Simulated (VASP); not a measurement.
An input for Ansatz (written as the equivalent of a VASP run, and not itself run):

Ansatz 0.2 input:
```yaml
crystal:
  lattice:
    - [3.9396558, 0.0000000, 0.0000000]
    - [0.0000000, 3.9396558, 0.0000000]
    - [0.0000000, 0.0000000, 4.0036580]
  atoms:
    - { symbol: Ba, position: [0.0000000, 1.0000000, 0.0002839] }
    - { symbol: Ti, position: [0.5000000, 0.5000000, 0.5147202] }
    - { symbol: O, position: [0.5000000, 0.5000000, 0.9771307] }
    - { symbol: O, position: [0.0000000, 0.5000000, 0.4859326] }
    - { symbol: O, position: [0.5000000, 1.0000000, 0.4859326] }
kpoints:
  mp_grid: { grid: [5, 5, 5] }
hamiltonian:
  xc: lda
  pseudopotentials: { kind: paw }
scf:
  occupations: { method: gaussian, width: 0.05 }
  max_iter: 100
relax:
  max_steps: 60
  f_tol: 0.02
  cell: {}
output: { forces: true, stress: true, eigenvalues: true }
```

Question: Translate this input to VASP (INCAR, KPOINTS, POSCAR, choice of POTCAR).

Answer: Several could match; the one computed here: 
KPOINTS:
```
Automatic mesh
0
Gamma
5 5 5
0 0 0
```

POSCAR:
```
BaTiO3
1.0
  3.9396557841   0.0000000000   0.0000000000
  0.0000000000   3.9396557841   0.0000000000
  0.0000000000   0.0000000000   4.0036580487
Ba Ti O
1 1 3
direct
  0.0000000000   1.0000000000   0.0002839199
  0.5000000000   0.5000000000   0.5147201621
  0.5000000000   0.5000000000   0.9771306845
  0.0000000000   0.5000000000   0.4859326167
  0.5000000000   1.0000000000   0.4859326167
```

### INCAR
```
SYSTEM = BaTiO3
PREC = Accurate; ENCUT = 520; LREAL = .False.
LASPH = .True.
EDIFF = 1E-6; NELM = 100; ALGO = Normal
LMAXMIX = 4
ISMEAR = 0; SIGMA = 0.05
IBRION = 2; NSW = 60; ISIF = 3
EDIFFG = -0.02
LWAVE = .False.; LCHARG = .False.
```

POTCAR, in this order: Ba_sv Ti_sv O (LDA.64 set). Program: vasp_std.

Limits of the translation: each code has its own PAW files, so the cut-off isn't converted (ENCUT is set for VASP's; basis.ecutwfc is left out, and Ansatz then takes the one that its files recommend); Ansatz stops its SCF on the density residual and VASP on the energy change (EDIFF); Ansatz's lda is the Perdew-Wang form, while the LDA potentials of VASP carry Perdew-Zunger's.

The compound is BaTiO3 in the tetragonal perovskite structure. This run relaxes it. Symmetry was kept, so distortions that lower it aren't found. The start is the result of an earlier pass.
